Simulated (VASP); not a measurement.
Level of theory: PW91 GGA, VASP's PBE PAW potentials (set 64) (plane waves; VASP).

The input files of a VASP run:

**INCAR**
```
SYSTEM = MgH2
PREC = Accurate
ENCUT = 520
EDIFF = 1E-7
NELM = 100
ALGO = Normal
LREAL = .FALSE.
LASPH = .TRUE.
ISMEAR = 0
SIGMA = 0.05
GGA = 91
LWAVE = .FALSE.
LCHARG = .FALSE.
ISIF = 4
IBRION = 2
NSW = 30
EDIFFG = -0.01
```

**KPOINTS**
```
Automatic
0
Gamma
5 5 7
0 0 0
```

**POSCAR**
```
MgH2
1.0
  4.4609582205   0.0000000000   0.0000000000
  0.0000000000   4.4609582205   0.0000000000
  0.0000000000   0.0000000000   2.9763436469
Mg H
2 4
Direct
  0.0000000000   0.0000000000   0.0000000000
  0.5000000000   0.5000000000   0.5000000000
  0.3042467021   0.3042467021   1.0000000000
  0.8042467021   0.1957532979   0.5000000000
  0.1957532979   0.8042467021   0.5000000000
  0.6957532979   0.6957532979   0.0000000000
```

POTCAR, in this order: Mg H (PBE.64 set). Program: vasp_std.

Output of the run:

File OUTCAR:
```
 ion  position               nearest neighbor table
   1  0.000  0.000  0.000-   3 1.92   6 1.92   5 1.93   4 1.93   4 1.93   5 1.93   2 3.49   2 3.49
                             2 3.49   2 3.49   2 3.49   2 3.49   2 3.49   2 3.49
   2  0.500  0.500  0.500-   4 1.92   5 1.92   3 1.93   6 1.93   3 1.93   6 1.93   1 3.49   1 3.49
                             1 3.49   1 3.49   1 3.49   1 3.49   1 3.49   1 3.49
   3  0.304  0.304  0.000-   1 1.92   2 1.93   2 1.93
   4  0.804  0.196  0.500-   2 1.92   1 1.93   1 1.93
   5  0.196  0.804  0.500-   2 1.92   1 1.93   1 1.93
   6  0.696  0.696  0.000-   1 1.92   2 1.93   2 1.93
  LATTYP: Found a simple tetragonal cell.
 ALAT       =     4.4609582205
 C/A-ratio  =     0.6671982789
 Subroutine PRICEL returns:
 Original cell was already a primitive cell.
 Subroutine GETGRP returns: Found 16 space group operations
The static configuration has the point symmetry D_2h.
 The point group associated with its full space group is D_4h.
The dynamic configuration has the point symmetry D_2h.
 Subroutine INISYM returns: Found 16 space group operations
 Subroutine IBZKPT returns following result:
 Found     24 irreducible k-points:

 Following reciprocal coordinates:
            Coordinates               Weight
  0.000000  0.000000  0.000000      1.000000
...
```

### OSZICAR
```
       N       E                     dE             d eps       ncg     rms          rms(c)
DAV:   1     0.340416846393E+01    0.34042E+01   -0.32058E+03   384   0.760E+02
DAV:   2    -0.184941476863E+02   -0.21898E+02   -0.20881E+02   520   0.846E+01
DAV:   3    -0.191657483408E+02   -0.67160E+00   -0.67160E+00   496   0.220E+01
DAV:   4    -0.191675675837E+02   -0.18192E-02   -0.18192E-02   584   0.117E+00
DAV:   5    -0.191675702893E+02   -0.27056E-05   -0.27056E-05   512   0.334E-02    0.671E+00
DAV:   6    -0.182066252956E+02    0.96094E+00   -0.75421E-01   416   0.521E+00    0.345E+00
DAV:   7    -0.178649709542E+02    0.34165E+00   -0.10167E+00   384   0.652E+00    0.496E-01
DAV:   8    -0.178726833461E+02   -0.77124E-02   -0.17169E-02   448   0.103E+00    0.101E-01
DAV:   9    -0.178724586478E+02    0.22470E-03   -0.79010E-04   560   0.198E-01    0.172E-02
DAV:  10    -0.178724705336E+02   -0.11886E-04   -0.26205E-05   480   0.449E-02    0.101E-02
DAV:  11    -0.178724693039E+02    0.12297E-05   -0.59609E-06   472   0.127E-02    0.174E-03
DAV:  12    -0.178724692789E+02    0.24992E-07   -0.16192E-07   456   0.319E-03
   1 F= -.17872469E+02 E0= -.17872469E+02  d E =-.178725E+02
       N       E                     dE             d eps       ncg     rms          rms(c)
DAV:   1    -0.178726881083E+02   -0.21880E-03   -0.14450E-03   496   0.289E-01    0.168E-02
DAV:   2    -0.178726874607E+02    0.64755E-06   -0.86676E-06   400   0.256E-02    0.104E-02
DAV:   3    -0.178726870808E+02    0.37990E-06   -0.47451E-06   464   0.139E-02    0.110E-03
DAV:   4    -0.178726871252E+02   -0.44421E-07   -0.92644E-08   344   0.244E-03
   2 F= -.17872687E+02 E0= -.17872687E+02  d E =-.217846E-03
       N       E                     dE             d eps       ncg     rms          rms(c)
DAV:   1    -0.178729138033E+02   -0.22672E-03   -0.85845E-03   504   0.703E-01    0.408E-02
DAV:   2    -0.178729106865E+02    0.31168E-05   -0.51003E-05   400   0.621E-02    0.253E-02
DAV:   3    -0.178729093455E+02    0.13409E-05   -0.27898E-05   464   0.337E-02    0.267E-03
DAV:   4    -0.178729095182E+02   -0.17271E-06   -0.56089E-07   416   0.594E-03    0.122E-03
DAV:   5    -0.178729096198E+02   -0.10156E-06   -0.68061E-08   288   0.189E-03    0.139E-04
DAV:   6    -0.178729096217E+02   -0.18610E-08   -0.25333E-09   192   0.448E-04
   3 F= -.17872910E+02 E0= -.17872910E+02  d E =-.440343E-03
```

File OUTCAR:
```
------------------------ aborting loop because EDIFF is reached ----------------------------------------
  FORCE on cell =-STRESS in cart. coord.  units (eV):
  Direction    XX          YY          ZZ          XY          YZ          ZX
  --------------------------------------------------------------------------------------
  Total        0.5142712      0.5142712      0.5199019     -0.0000000      0.0000000      0.0000000
  in kB       13.9111619     13.9111619     14.0634731     -0.0000000      0.0000000      0.0000000
  external PRESSURE =      13.9619323 kB  Pullay stress =       0.0000000 kB
  volume of cell :       59.23
      direct lattice vectors                 reciprocal lattice vectors
     4.452039902  0.000000000  0.000000000     0.224616136 -0.000000000  0.000000000
     0.000000000  4.452039902  0.000000000    -0.000000000  0.224616136  0.000000000
     0.000000000  0.000000000  2.988280003     0.000000000  0.000000000  0.334640663
 POSITION                                       TOTAL-FORCE (eV/Angst)
 -----------------------------------------------------------------------------------
      0.00000      0.00000      0.00000         0.000000      0.000000     -0.000000
      2.22602      2.22602      1.49414         0.000000      0.000000     -0.000000
      1.35415      1.35415      0.00000         0.004728      0.004728      0.000000
      3.58017      0.87187      1.49414         0.004728     -0.004728     -0.000000
      0.87187      3.58017      1.49414        -0.004728      0.004728      0.000000
      3.09789      3.09789      0.00000        -0.004728     -0.004728     -0.000000
 -----------------------------------------------------------------------------------
    total drift:                                0.000000      0.000000      0.000000
  FREE ENERGIE OF THE ION-ELECTRON SYSTEM (eV)
  ---------------------------------------------------
  free  energy   TOTEN  =       -17.8729096217 eV

  energy  without entropy=      -17.8729096217  energy(sigma->0) =      -17.87290962

 reached required accuracy - stopping structural energy minimisation
```
(Selected blocks of OUTCAR.)

File CONTCAR:
```
MgH2
   1.00000000000000
     4.4520399022347377    0.0000000000000000    0.0000000000000000
     0.0000000000000000    4.4520399022347377    0.0000000000000000
     0.0000000000000000    0.0000000000000000    2.9882800027815994
  Mg              H
     2     4
Direct
     0.0000000000000000    0.0000000000000000    0.0000000000000000
     0.5000000000000000    0.5000000000000000    0.5000000000000000
     0.3041635374398331    0.3041635374398331    0.0000000000000000
     0.8041635374398332    0.1958364625601669    0.5000000000000000
     0.1958364625601669    0.8041635374398332    0.5000000000000000
     0.6958364625601668    0.6958364625601668    0.0000000000000000
```

The compound is MgH2 in the rutile structure. This cell is one point of a volume scan, at 0.97 of the reference volume. Symmetry was kept, so distortions that lower it aren't found.
